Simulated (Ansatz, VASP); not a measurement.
# Li4C2F in VASP and in Ansatz

```
Li C F
1.0
     2.71869    0.00000    0.00000
     0.00000    2.71869    0.00000
     0.00000    0.00000    9.77003
Li C F
4 2 1
Direct
  0.00000 0.00000 0.71309
  0.50000 0.50000 0.50000
  0.00000 0.00000 0.28691
  0.50000 0.50000 0.00000
  0.50000 0.50000 0.20517
  0.50000 0.50000 0.79483
  0.00000 0.00000 0.50000
```

Change from the starting cell: ordered mixture with vacancies on the anion sites of rock salt (P4/mmm, No. 123).

Alike in both runs: functional PBE; k mesh 6 × 6 × 2; occupations gaussian, width 0.1 eV; no spin polarisation.

Ansatz relaxed the structure, and its values are those at the end. VASP's run is a single point on that final structure, the one shown.

```csv
,VASP,Ansatz
version,VASP 6.6.1,Ansatz 0.2.0
potentials or method,"VASP PAW PBE potentials, release 64 (Li_sv, C, F)","scalar-relativistic, plane waves, PAW"
plane-wave cutoff (eV),520,420
valence electrons in the cell,27,27
```

|  | VASP | Ansatz | Ansatz less VASP |
| --- | --- | --- | --- |
| gap on the k mesh at the Fermi level (eV) | none | none | - |
| rms of the force components (eV/Å) | 0.005 | 0.004 | -0.0013 |

A gap of «none» marks a metal or a gap that the smearing closes.

Caveats: the k mesh is coarse (spacing up to 0.39 Å⁻¹), so the values aren't converged; an odd number of electrons without spin polarisation forces a metal; a magnetic or distorted state may lie lower.
